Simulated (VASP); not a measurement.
The input files of a VASP run:

KPOINTS:
```
K-points
0
Gamma
  13 13 12
```

File POSCAR:
```
WC
2.7686920
  0.5246621871  -0.9177571936   0.0000000000
  0.5246621871   0.9177571936   0.0000000000
  0.0000000000   0.0000000000   1.0000000000
W C
1 1
Direct
  0.0000000000   0.0000000000   0.0000000000
  0.3588770000   0.6922110000   0.5000000000
```

### INCAR
```
ALGO  =  All
EDIFF  =  1E-6
ENCUT  =  520
GGA  =  PE
ISIF  =  2
ISMEAR  =  1
LASPH  =  .TRUE.
LCHARG  =  .FALSE.
LMAXMIX  =  6
LREAL  =  .FALSE.
LWAVE  =  .FALSE.
NELM  =  100
PREC  =  Accurate
SIGMA  =  0.1
SYSTEM  =  WC
```

POTCAR, in this order: W_sv C (PBE.64 set). Program: vasp_std.

### Question
Write an equivalent input for Ansatz.

### Answer
One equivalent input (not run):
Ansatz 0.2 input:
```yaml
crystal:
  lattice:
    - [1.4526280, -2.5409870, 0.0000000]
    - [1.4526280, 2.5409870, 0.0000000]
    - [0.0000000, 0.0000000, 2.7686920]
  atoms:
    - { symbol: W, position: [0.0000000, 0.0000000, 0.0000000] }
    - { symbol: C, position: [0.3588770, 0.6922110, 0.5000000] }
kpoints:
  mp_grid: { grid: [13, 13, 12] }
hamiltonian:
  xc: pbe
  pseudopotentials: { kind: paw }
scf:
  occupations: { method: methfessel_paxton, width: 0.1 }
  max_iter: 100
output: { forces: true, stress: true, eigenvalues: true }
```
The two are equivalent in intent, not identical: each code has its own PAW files, so the cut-off isn't converted (ENCUT is set for VASP's; basis.ecutwfc is left out, and Ansatz then takes the one that its files recommend); Ansatz stops its SCF on the density residual and VASP on the energy change (EDIFF).

The compound is WC in the wc structure. The cell was not relaxed at this level, atoms are displaced from their ideal sites. The run is one of a series of settings (ALGO = All against the base run), some of them coarse on purpose.
